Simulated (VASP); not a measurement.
An input for Ansatz (written as the equivalent of a VASP run, and not itself run):

Ansatz 0.2 input:
```yaml
crystal:
  lattice:
    - [-2.8746900, 4.9104500, 2.7743550]
    - [2.8746900, -4.9104500, 2.7743550]
    - [2.8746900, 4.9104500, -2.7743550]
  atoms:
    - { symbol: Si, position: [0.7424840, 0.7461110, 0.0062830] }
    - { symbol: Si, position: [0.2581060, 0.2551670, 0.0145810] }
    - { symbol: S, position: [0.8654170, 0.7734390, 0.6598790] }
    - { symbol: S, position: [0.1263430, 0.2106630, 0.3195040] }
    - { symbol: S, position: [0.6216950, 0.3116580, 0.9192810] }
    - { symbol: S, position: [0.3859560, 0.7029620, 0.0804730] }
kpoints:
  mp_grid: { grid: [4, 4, 4] }
hamiltonian:
  xc: pbesol
  pseudopotentials: { kind: paw }
scf:
  occupations: { method: gaussian, width: 0.01 }
  max_iter: 100
relax:
  max_steps: 50
  f_tol: 0.1
output: { forces: true, stress: true, eigenvalues: true }
```

Problem. Write the VASP files for the same calculation (PBEsol).

Solution. One answer among several that fit: 
INCAR:
```
ALGO = Normal
EDIFF = 1E-6
EDIFFG = -0.1
ENCUT = 300
GGA = PS
IBRION = 2
ISIF = 2
ISMEAR = 0
LASPH = .True.
LCHARG = .False.
LREAL = .False.
LWAVE = .False.
NELM = 100
NSW = 50
PREC = Accurate
SIGMA = 0.01
SYSTEM = SiS2
```

### POSCAR
```
SiS2
1
   -2.8746900000     4.9104500000     2.7743550000
    2.8746900000    -4.9104500000     2.7743550000
    2.8746900000     4.9104500000    -2.7743550000
Si S
2 4
Direct
  0.7424840000   0.7461110000   0.0062830000
  0.2581060000   0.2551670000   0.0145810000
  0.8654170000   0.7734390000   0.6598790000
  0.1263430000   0.2106630000   0.3195040000
  0.6216950000   0.3116580000   0.9192810000
  0.3859560000   0.7029620000   0.0804730000
```

File KPOINTS:
```
Automatic mesh
0
Gamma
4 4 4
0 0 0
```

POTCAR, in this order: Si S (PBE.64 set). Program: vasp_std.

The two are equivalent in intent, not identical: each code has its own PAW files, so the cut-off isn't converted (ENCUT is set for VASP's; basis.ecutwfc is left out, and Ansatz then takes the one that its files recommend); Ansatz stops its SCF on the density residual and VASP on the energy change (EDIFF).

The structure comes from a computed database's SiS2 entry; how it stands against other phases isn't given here. In the starting cell atoms are displaced from their ideal sites. This run relaxes the ions in a fixed cell. The run is one of a series of settings (EDIFFG = -0.1, IBRION = 2, NSW = 50 against the base run), some of them coarse on purpose.
